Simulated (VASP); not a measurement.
Here is the system:

```yaml
crystal:
  lattice:
    - [2.78867, 0.00000, 0.00000]
    - [0.00000, 2.78867, 0.00000]
    - [0.00000, 0.00000, 2.78867]
  atoms:
    - { symbol: Cr, position: [0.00000, 0.00000, 0.00000] }
    - { symbol: Cr, position: [0.50000, 0.50000, 0.50000] }
```

Computed with LDA (Ceperley-Alder, Perdew-Zunger), VASP's LDA PAW potentials (set 64) (plane waves; VASP 6.6.1). Settings: 500 eV cut-off, 13×13×13 Γ-centred mesh, first-order Methfessel-Paxton smearing of 0.10 eV, potentials Cr_pv.

Task: Estimate the energy per atom (σ→0), band gap (on the k-mesh) with the smallest direct gap where there is one.

Result: 
```
Item                                                        Result
------------------------  ----------------------------------------
band gap (on the k-mesh)  none (metal, semimetal or under 0.01 eV)
energy per atom (σ→0)                              -10.627 eV/atom
```

Total energies compare only between runs with the same potentials, cut-off and functional.

The compound is Cr in the bcc, AFM order structure. It was relaxed first, which changed the volume by -9 %. The run is not spin-polarised, so no magnetic state was tried.
